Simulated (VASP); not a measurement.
```xyz
2
Lattice="1.2461 -2.1584 0.0000 1.2461 2.1584 0.0000 0.0000 0.0000 4.0283" Properties=species:S:1:pos:R:3 pbc="T T T"
Co     1.2461     0.7195     1.0071
Co     1.2461    -0.7195     3.0212
```
Starting moments (μB, in the order of the record's atoms Co Co): 1.6 1.6.

These are PBE GGA, VASP's PBE PAW potentials (set 64) (plane waves; VASP) values and carry that method's errors. Numerical set-up: 480 eV cut-off, 15×15×8 Γ-centred mesh, first-order Methfessel-Paxton smearing of 0.10 eV, potentials Co.

Question: What does the run give for the cell moment, energy per atom (σ→0), band gap (on the k-mesh) with the smallest direct gap where there is one?

Answer: 
```yaml
band gap (on the k-mesh): none (metal, semimetal or under 0.01 eV)
cell_moment: 3.25 μB
energy per atom (σ→0): -7.037 eV/atom
```

Question: Give the moment on each site (PAW-sphere projection).

Answer: 
```tsv
site	moment (μB)
Co1	1.64
Co2	1.64
```

The absolute energy has meaning only against runs of the same code, potentials and settings.

The compound is Co in the hcp structure. It was relaxed first. The start is the result of an earlier pass.
